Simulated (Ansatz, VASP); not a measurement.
## Cross-check of Ca3SnS between VASP and Ansatz

Aim: how closely do two programs agree when they are given the same cell, functional and k mesh? The cell is generated by rule, not measured, and may not be a known phase. The cell is taken from a series of runs on this material, whose earlier steps may have relaxed, scaled, displaced or heated it; both programs get it as it stands.

Program: Ansatz 0.2.0. Level of theory: plane waves, with VASP 6.6.1 beside it; relaxation of cell and atoms at r2SCAN. Results are calculated unless marked as measured.

The structure was built from a prototype and need not be the compound's stable phase.

## Step 1: The starting structure

Symmetry: Pm-3m, No. 221, cubic system. The conventional cell has a = 5.292 Å, b = 5.292 Å, c = 5.292 Å, α = 90.00°, β = 90.00°, γ = 90.00°. Nearest to Sn lie 12 Ca at 3.74 Å. S has 6 Ca at 2.65 Å nearest. Ca has 2 S at 2.65 Å nearest. Farther neighbours and most contacts between anions are not listed.

## Step 2: Ansatz: relaxation of cell and atoms, r2SCAN

Ansatz runs on its PAW soft_1 files.

The relaxed volume is the usual yardstick between codes: in a stiff, nearly cubic crystal its relative difference is about their pressure difference at one cell divided by the bulk modulus.

Contents of input.yaml:

```yaml
crystal:
  lattice:
    - [5.2922434478, 0.0, 0.0]
    - [0.0, 5.2922434478, 0.0]
    - [0.0, 0.0, 5.2922434478]
  atoms:
    - { symbol: Sn, position: [0.0, 0.0, 0.0] }
    - { symbol: S, position: [0.5, 0.5, 0.5] }
    - { symbol: Ca, position: [0.5, 0.5, 0.0] }
    - { symbol: Ca, position: [0.5, 0.0, 0.5] }
    - { symbol: Ca, position: [0.0, 0.5, 0.5] }
kpoints:
  mp_grid: { grid: [6, 6, 6] }
hamiltonian:
  xc: r2scan
  pseudopotentials: { kind: paw, azcp: { folder: soft_1 } }
scf:
  occupations: { method: gaussian, width: 0.01 }
output:
  forces: true
  stress: true
  eigenvalues: true
  write_density: true
  write_potential: true
  elf: true
  volumetric_format: npy
relax:
  adjacent_minimum: "off"
  f_tol: 0.005
  max_steps: 80
  cell: { stress_tol: 0.05 }
```

Run with:

```console
$ ansatz run input.yaml --threads 4 --pin off --max-ram 16384MiB --backend cpu --events-out ev --progress --plain --runs-dir out
```

Numbers of over 12 decimals in the logs are rounded to 6 here.

The log of the run:

```text
Engine: ansatz 0.2.0, aarch64-unknown-linux-gnu
Pseudopotentials: kind: paw
Pseudopotential: Sn, paw, valence charge 14, recommended cutoff 500 eV (meta_gga), soft_1/Sn.paw.azcp
Pseudopotential: S, paw, valence charge 6, recommended cutoff 500 eV (meta_gga), soft_1/S.paw.azcp
Pseudopotential: Ca, paw, valence charge 10, recommended cutoff 500 eV (meta_gga), soft_1/Ca.paw.azcp
Functional definition: r2SCAN
  parameter k0 = 0.174
  parameter k1 = 0.065
  parameter a1 = 4.9479
  exchange = r2scan_x(k0 = k0, k1 = k1, a1 = a1)
  correlation = r2scan_c
Crystal: 5 atoms, lattice volume = 148.224 Å³
Basis set: ecut = 500 eV, 3791 PW (Γ), exchange–correlation on 160×160×160 points (64 copies of the dense FFT grid, shifted against one another)
Bands: 30, of which v1, the nominal top of the filled ones, is band 25 counted from 1 (24 counted from 0)
Symmetry: 48 space group operations
Space group: Pm-3m (ITA 221), of the structure as read, at distance tolerance 5.3e-5 Å
k-points: 20 of 216
Non-local potential: Sn, projectors of the file, l = 0: 2, l = 1: 2, l = 2: 2, l = 3: 1
Non-local potential: S, projectors of the file, l = 0: 2, l = 1: 2, l = 2: 1
Non-local potential: Ca, projectors of the file, l = 0: 3, l = 1: 2, l = 2: 2
PAW form: soft (Blöchl's): semilocal exchange-correlation on the pseudo side does not see the compensation charge
PAW frozen core: Sn, regenerated for the run's functional (the file was generated under x = pbe(κ = 0.804, μ = 0.219515), c = pbe(β = 0.066725))
PAW frozen core: S, regenerated for the run's functional (the file was generated under x = pbe(κ = 0.804, μ = 0.219515), c = pbe(β = 0.066725))
PAW frozen core: Ca, regenerated for the run's functional (the file was generated under x = pbe(κ = 0.804, μ = 0.219515), c = pbe(β = 0.066725))
PAW one-centre angular grid: Sn, 590 points (default); XC on 160 Gauss nodes
PAW one-centre angular grid: S, 302 points (default); XC on 160 Gauss nodes
PAW one-centre angular grid: Ca, 302 points (default); XC on 160 Gauss nodes
Initial density: superposition of atomic densities (chi_scale 0.1, normalization cell, long waves kept (reshape's long-wave potential 0.00 eV rms))
Initial wavefunctions: pseudopotential atomic-orbital guess
Functional: x = r2scan, c = r2scan; τ floored in thin density (d = 2e-4 eV/Å³)
SCF iter   1: F=—  HF=-12416.143036 eV  |F-HF|=—  |Δ(HF+E_count)|=         —  Δρ=3.21e-2  dr2=2.45e0  dr2_τ=5.88e-2  ethr=3.10e-3  ⟨swp⟩=12.0  Hψ=3585  notcnv=0
preconditioner: auto → Kerker (q_TF=auto, 2.276 Å⁻¹)  [metal: Δε(μ)=0.009 eV  Ē_g=4.885 eV  σ=0.010 eV  W_gap=0.43  n_scr=26 (ndim 8)  ℏωp=11.4 eV  f_vac=0.000  D(μ)=2.13/eV (n_scr^D=6)]
SCF iter   2: F=—  HF=-12415.885807 eV  |F-HF|=—  |Δ(HF+E_count)|=   2.57e-1  Δρ=1.64e-2  dr2=5.20e-1  dr2_τ=1.87e-2  ethr=3.10e-3  ⟨swp⟩=10.6  Hψ=5436  notcnv=0  defer=2
automatic band count: the SCF goes on with 35 bands, as 30 were too few: the levels above may hold too much charge
preconditioner: auto → Resta (q_TF=auto, 2.276 Å⁻¹)  ε∞=4.6  [insulator: Δε(μ)=0.093 eV  Ē_g=6.040 eV  σ=0.010 eV  W_gap=0.75  n_scr=26 (ndim 8)  ℏωp=11.4 eV  f_vac=0.000  D(μ)=1.85/eV (n_scr^D=6)  ε∞_Penn≈4.6]
SCF iter   3: F=—  HF=-12415.912478 eV  |F-HF|=—  |Δ(HF+E_count)|=   2.67e-2  Δρ=5.36e-3  dr2=3.91e-2  dr2_τ=1.40e-3  ethr=1.04e-3  ⟨swp⟩=4.0  Hψ=1582  notcnv=0  defer=71
SCF iter   4: F=—  HF=-12415.953035 eV  |F-HF|=—  |Δ(HF+E_count)|=   4.06e-2  Δρ=1.19e-3  dr2=4.45e-3  dr2_τ=1.29e-4  ethr=7.83e-5  ⟨swp⟩=3.5  Hψ=1303  notcnv=0  defer=71
SCF iter   5: F=—  HF=-12415.955374 eV  |F-HF|=—  |Δ(HF+E_count)|=   2.34e-3  Δρ=2.44e-4  dr2=1.71e-4  dr2_τ=1.39e-5  ethr=8.90e-6  ⟨swp⟩=3.1  Hψ=1016  notcnv=0  defer=71
SCF iter   6: F=—  HF=-12415.955575 eV  |F-HF|=—  |Δ(HF+E_count)|=   2.00e-4  Δρ=6.13e-5  dr2=6.57e-6  dr2_τ=1.88e-7  ethr=3.42e-7  ⟨swp⟩=2.0  Hψ=899  notcnv=0  defer=71
SCF iter   7: F=—  HF=-12415.955594 eV  |F-HF|=—  |Δ(HF+E_count)|=   1.96e-5  Δρ=1.61e-5  dr2=5.79e-7  dr2_τ=4.88e-9  ethr=1.31e-8  ⟨swp⟩=3.0  Hψ=1252  notcnv=0  defer=71
SCF iter   8: F=-12415.955595 eV  HF=-12415.955595 eV  |F-HF|=2.73e-8  |Δ(HF+E_count)|=   1.33e-6  Δρ=4.56e-6  dr2=5.49e-8  dr2_τ=5.95e-10  ethr=2.00e-10  ⟨swp⟩=17.9  Hψ=5704  notcnv=0
SCF 1 converged in 8 iterations: F = -12415.955595 eV  dr2 = 5.49e-8
  greatest PAW one-centre occupation: 0.995 electrons in one spin orbital (limit 2), on the Ca atom at site 3 (counted from 0), in its partial waves of l = 0
relax step   1: F+E_penalty+E_count = -12415.95559549 eV  Δ(F+E_penalty+E_count) = +0.000e0 eV  max|allowed force component| = 2.018e-28 eV/Å  Δτ_max = 0.0000 Å  P = -0.025 GPa  Ω = 148.224 Å³  (8 SCF iters, dr2 threshold 1.00e-7 eV, accepted)
Bands: 35, of which v1, the nominal top of the filled ones, is band 25 counted from 1 (24 counted from 0)
Initial density: handed on by an earlier stage of this run
Initial wavefunctions: pseudopotential atomic-orbital guess (no wavefunctions were taken with the density)
iter 1 solved again at ethr=2.91e-7 eV; its pass at ethr=3.10e-3 eV (dr2=1.45e-4 eV) is discarded
SCF iter   1: F=—  HF=-12415.955594 eV  |F-HF|=—  |Δ(HF+E_count)|=         —  Δρ=4.50e-6  dr2=5.36e-8  dr2_τ=5.76e-10  ethr=2.91e-7  ⟨swp⟩=4.0  Hψ=6512  notcnv=0
eigensolver tolerance schedule: the retry pair's looser diagonalisation over-reported the residual by 2713.44 of it (diagonalisation noise at 0.34 of the residual, at the tolerance the schedule requests for it); recorded, not acted on — ethr = c·dr2/N_el stays at c = 1.0e-1
preconditioner: auto → Resta (q_TF=auto, 2.276 Å⁻¹)  ε∞=4.3  [insulator: Δε(μ)=0.270 eV  Ē_g=6.248 eV  σ=0.010 eV  W_gap=1.00  n_scr=26 (ndim 8)  ℏωp=11.4 eV  f_vac=0.000  D(μ)=0.00/eV (n_scr^D=0)  ε∞_Penn≈4.3]
SCF iter   2: F=—  HF=-12415.955595 eV  |F-HF|=—  |Δ(HF+E_count)|=   1.80e-6  Δρ=3.17e-6  dr2=2.93e-8  dr2_τ=1.37e-10  ethr=1.07e-10  ⟨swp⟩=3.1  Hψ=1360  notcnv=0
SCF iter   3: F=—  HF=-12415.955596 eV  |F-HF|=—  |Δ(HF+E_count)|=   2.32e-8  Δρ=1.05e-6  dr2=3.05e-9  dr2_τ=5.79e-11  ethr=5.86e-11  ⟨swp⟩=2.0  Hψ=840  notcnv=0
SCF iter   4: F=—  HF=-12415.955596 eV  |F-HF|=—  |Δ(HF+E_count)|=   3.15e-9  Δρ=2.58e-7  dr2=7.25e-11  dr2_τ=6.28e-12  ethr=6.10e-12  ⟨swp⟩=3.0  Hψ=1121  notcnv=0
SCF iter   5: F=-12415.955596 eV  HF=-12415.955596 eV  |F-HF|=2.36e-11  |Δ(HF+E_count)|=  1.76e-10  Δρ=7.29e-8  dr2=9.59e-12  dr2_τ=4.12e-13  ethr=1.00e-12  ⟨swp⟩=7.4  Hψ=3028  notcnv=0
SCF 2 converged in 5 iterations: F = -12415.955596 eV  dr2 = 9.59e-12
relax step   2: F+E_penalty+E_count = -12415.95559551 eV  Δ(F+E_penalty+E_count) = -1.959e-8 eV  max|allowed force component| = 1.396e-28 eV/Å  Δτ_max = 0.0000 Å  P = -0.025 GPa  Ω = 148.224 Å³  stress off target by 2.54e-2 GPa  SCF on the basis re-selected at this cell (its energy is not comparable with the rows above)  (5 SCF iters)
basis re-selected at this cell: Δ(F+E_penalty+E_count) = -1.959e-8 eV, ΔP = +0.000 GPa vs the last step (what re-selecting the basis moved, of the pressure what is left beyond the Pulay correction that the steps carried, after the strain that the cell walked since its last selection, with what the two solves' SCF thresholds leave and, on support functions, any second-order correction that the steps lacked; it is no m [...]
SCF converged after 5 iterations
Free energy (F): -12415.955596 eV
Harris-Foulkes:  -12415.955596 eV  (|F-HF|=2.36e-11)
Internal energy: -12415.955596 eV  (E = F + TS)
E sigma→0 (E₀):  -12415.955596 eV
Fermi energy:    7.718743 eV
--- Per-component energies (eV) ---
  E_band       = -609.328989
  E_kinetic    = 1036.648415
  E_local      = -3668.856354  (includes V_loc(G=0)·N_el)
  E_nonlocal   = 447.058987
  E_hartree    = 1400.982658
  E_xc         = -579.768654
  E_vxc        = -712.056482  (∫ρ·V_xc dr)
  E_paw        = -7627.009663  (= ΣΔE_a)
  E_vpaw       = -555.940325  (= ΣTr[D̂ρ^β])
  E_aug_tail   = 0.000084  (compensation charges beyond the density's cutoff)
  E_vtau       = 41.851370  (kinetic-family band-sum trace: ∫τ·v_τ [+ j·A + Jᵃ·Aᵃ] dr)
  E_ewald      = -3424.974627
  E_core_change = -0.036442  (= ΣΔE_core)
  E_smearing   = -0.000000  (= −TS)
  E_closure    = 0.000000  (closes the sum)
  Σ components = -12415.955596   (vs F -12415.955596, Δ=0.00e0)
--- Forces (eV/Å), atoms counted from 1 ---
  atom   1  Sn    -0.00000000     0.00000000     0.00000000
  atom   2  S      0.00000000    -0.00000000    -0.00000000
  atom   3  Ca     0.00000000    -0.00000000    -0.00000000
  atom   4  Ca     0.00000000    -0.00000000     0.00000000
  atom   5  Ca     0.00000000     0.00000000    -0.00000000
  max |Σ_I F_I| component: 2.70e-28 eV/Å
--- Stress (GPa, compression-positive) ---
       -0.025379      -0.000000       0.000000
       -0.000000      -0.025379      -0.000000
        0.000000       0.000000      -0.025379
  P = ⅓ Tr σ = -0.0254 GPa (-0.254 kbar)
--- Band table (eV; the first three rows and the last of 20) ---
  k-point 0: bands = [... 21 lower, 2.9224, 7.5836, 7.5836, 7.5836, 7.8538, 7.8538, 7.9483, 7.9483, ... 6 higher]
  k-point 1: bands = [... 21 lower, 2.8987, 6.3959, 7.1547, 7.1547, 8.0094, 8.0187, 8.4132, 8.5870, ... 6 higher]
  k-point 2: bands = [... 21 lower, 2.8523, 5.3008, 6.8134, 6.8134, 8.1495, 8.4454, 8.9928, 9.4761, ... 6 higher]
  k-point 19: bands = [... 21 lower, 1.6515, 5.8769, 5.8769, 5.8769, 8.8824, 8.8824, 8.8824, 10.1322, ... 6 higher]
--- Relaxed structure (1 steps of the walk, 1 accepted, 1 SCFs on fresh bases) ---
  F+E_penalty+E_count = -12415.95559551 eV   max|allowed force component| = 1.396e-28 eV/Å   (the final SCF, on the basis selected at the relaxed cell)
  cell:  # Å, volume = 148.2243 Å³
    - [5.2922434478, 0.0, 0.0]
    - [0.0, 5.2922434478, 0.0]
    - [0.0, 0.0, 5.2922434478]
  atoms:
    - { symbol: Sn, position: [0.0, 0.0, 0.0] }
    - { symbol: S, position: [0.500000, 0.500000, 0.500000] }
    - { symbol: Ca, position: [0.500000, 0.500000, 0.0] }
    - { symbol: Ca, position: [0.500000, 0.0, 0.500000] }
    - { symbol: Ca, position: [0.0, 0.500000, 0.500000] }
```

The column dr2 measures how far the density is from self-consistency, as an energy; F and HF (Harris–Foulkes) agree once it is small.

(Part 1 of 2 ends here.)

[Lines on the potential files, build, host, timing and source positions are cut from VASP's logs without a mark.]

[Logs are printed without paths, hosts, clocks, repeated set-up lines and the standing remarks that a program may print on its own settings, such as how far it seeks lower states.]

[Hosts, paths, dates, database ids (printed as entryN), source tags and the programs' standing remarks are cut or masked in the printed files.]
